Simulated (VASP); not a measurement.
A run of VASP 6.6.1 is set up as follows.

The input INCAR:

```
SYSTEM = ScSi2
  ALGO = Normal
  EDIFF = 1E-7
  ENCUT = 520
  GGA = CA
  ISIF = 2
  ISMEAR = 1
  LASPH = .True.
  LCHARG = .True.
  LDAU = .True.
  LDAUJ = 0 0
  LDAUL = 2 -1
  LDAUPRINT = 1
  LDAUTYPE = 2
  LDAUU = 6 0
  LELF = .True.
  LMAXMIX = 4
  LREAL = .False.
  LVHAR = .True.
  LWAVE = .False.
  NBANDS = 16
  NELM = 150
  PREC = Accurate
  SIGMA = 0.05
```

KPOINTS

```
k-points
0
Gamma
  8 8 7
  0 0 0
```

POSCAR

```
ScSi2
1.0
    3.3976430262      0.0000000000      0.0000000000
   -1.6988215131      2.9424451737      0.0000000000
    0.0000000000      0.0000000000      3.5925897572
Sc Si
1 2
Direct
    0.0000000000      0.0000000000      0.0000000000
    0.6666666667      0.3333333333      0.5000000000
    0.3333333333      0.6666666667      0.5000000000
```

Potentials or basis: VASP PAW LDA potentials, release 64 (Sc_sv, Si).

Command:

```bash
$ cat potpaw_LDA.64/Sc_sv/POTCAR potpaw_LDA.64/Si/POTCAR > POTCAR
$ mpirun -np 1 vasp_std > vasp.out
```

Q: Estimate the pressure.

A: 95.5 GPa.

Q: Predict the band gap on the k mesh.

A: None (metal or under the smearing width).

Stress tensor (GPa, compression positive):
```
120.44   0.00   0.00
  0.00 120.44   0.00
  0.00   0.00  45.77
```

Caveat: the cell as given lies far from equilibrium; U without spin polarisation on a metal has little footing; the U is typed as a test and isn't derived for this compound.
